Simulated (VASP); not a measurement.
Given:

```
CELL_PARAMETERS angstrom
      0.00000     2.59590     2.59590
      2.59590     0.00000     2.59590
      2.59590     2.59590     0.00000
ATOMIC_POSITIONS crystal
  Zr 0.00000 0.00000 0.00000
  O  0.25000 0.25000 0.25000
  O  0.75000 0.75000 0.75000
```

All values below come from PBE GGA, VASP's PBE PAW potentials (set 64) (plane waves; VASP). Run with 520 eV cut-off, 3×3×3 Monkhorst-Pack mesh, Gaussian smearing of 0.050 eV, potentials Zr_sv O.

Gaps are read on the run's mesh, which can miss a band edge.

**Question.** What does the run give for the energy per atom (σ→0), pressure, band gap (on the k-mesh) with the smallest direct gap where there is one?

**Answer.** 
| Quantity | Value |
|---|---|
| band gap (on the k-mesh) | 3.70 eV |
| smallest direct gap (on the k-mesh) | 3.70 eV |
| energy per atom (σ→0) | -9.507 eV/atom |
| pressure | -9.30 GPa |

The absolute energy has meaning only against runs of the same code, potentials and settings.

The compound is ZrO2 in the fluorite structure, the high-temperature cubic form, which is unstable at 0 K; the monoclinic form is the stable one. The cell was not relaxed at this level. The k-mesh is coarse (spacing up to 0.70 per Å, 2π included), so the numbers may not be converged in it. The run is one of a series of settings (KPOINTS 3×3×3 Monkhorst-Pack mesh against the base run), some of them coarse on purpose.
